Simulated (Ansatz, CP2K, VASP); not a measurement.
# NiMoIrPdW: programs and potentials compared

```
Ni Mo Pd Ir W
1.0
     4.14670    0.00000    0.00000
    -2.07335    3.59115    0.00000
     0.00000    0.00000    5.41629
Ni Mo Pd Ir W
1 1 1 1 1
Direct
  0.99235 0.99523 0.02134
  0.67940 0.33548 0.45560
  0.33674 0.67045 0.75007
  0.33766 0.67554 0.25286
  0.66531 0.32805 0.99954
```

The cell comes from a database or a generator and needn't be the stable form of this composition.

Atoms were shifted at random by some hundredths of an Å from the given cell, which wasn't relaxed again for these runs.

Alike in all runs: task single point; functional PBE; k mesh 7 × 7 × 5; occupations fermi-dirac, width 0.05 eV; collinear spin, ferromagnetic start; no spin-orbit coupling. Pressure is positive in compression and, in plane waves, holds the error of the finite cutoff.

```json
{"program and potentials": "CP2K, GTH_POTENTIALS Ni GTH-PBE-q18, Pd GTH-PBE-q18, Ir GTH-PBE-q17, W GTH-PBE-q14; POTENTIAL_UZH Mo GTH-PBE-q14; TZVP-MOLOPT-SR-GTH, TZVP-MOLOPT-PBE-GTH basis", "plane-wave cutoff (eV)": "-", "notes": "atomic basis; 16.2 valence electrons an atom on average", "pressure (GPa)": "0.67", "net moment per atom (μB)": "0.00", "largest force (eV/Å)": "0.609"}
{"program and potentials": "Ansatz, all-electron LAPW, scalar-relativistic", "plane-wave cutoff (eV)": "-", "notes": "-", "pressure (GPa)": "0.89", "net moment per atom (μB)": "0.00", "largest force (eV/Å)": "0.611"}
{"program and potentials": "VASP, PBE PAW files Ir, Mo_sv, Ni, Pd, W_sv, 520 eV", "plane-wave cutoff (eV)": "520", "notes": "11.4 valence electrons an atom on average", "pressure (GPa)": "1.14", "net moment per atom (μB)": "0.00", "largest force (eV/Å)": "0.641"}
```

Force on atom 2 (Mo), eV/Å:

```csv
program and potentials,x,y,z
"CP2K, GTH_POTENTIALS Ni GTH-PBE-q18, Pd GTH-PBE-q18, Ir GTH-PBE-q17, W GTH-PBE-q14; POTENTIAL_UZH Mo GTH-PBE-q14; TZVP-MOLOPT-SR-GTH, TZVP-MOLOPT-PBE-GTH basis",-0.319,0.184,0.485
"Ansatz, all-electron LAPW, scalar-relativistic",-0.299,0.176,0.495
"VASP, PBE PAW files Ir, Mo_sv, Ni, Pd, W_sv, 520 eV",-0.303,0.180,0.536
```

The pressure spans 0.67 (CP2K, GTH_POTENTIALS Ni GTH-PBE-q18, Pd GTH-PBE-q18, Ir GTH-PBE-q17, W GTH-PBE-q14; POTENTIAL_UZH Mo GTH-PBE-q14; TZVP-MOLOPT-SR-GTH, TZVP-MOLOPT-PBE-GTH basis) to 1.14 GPa (VASP, PBE PAW files Ir, Mo_sv, Ni, Pd, W_sv, 520 eV), with all-electron results at 0.89. All agree on the net moment per atom. The state is the one that the start led to, which needn't be the lowest. Rows in atomic bases carry the error of their basis and grid, which can be large.

The functional is the same throughout but for its coding, so the spread measures potentials, basis and numerics; runs on potential files found faulty are left out.
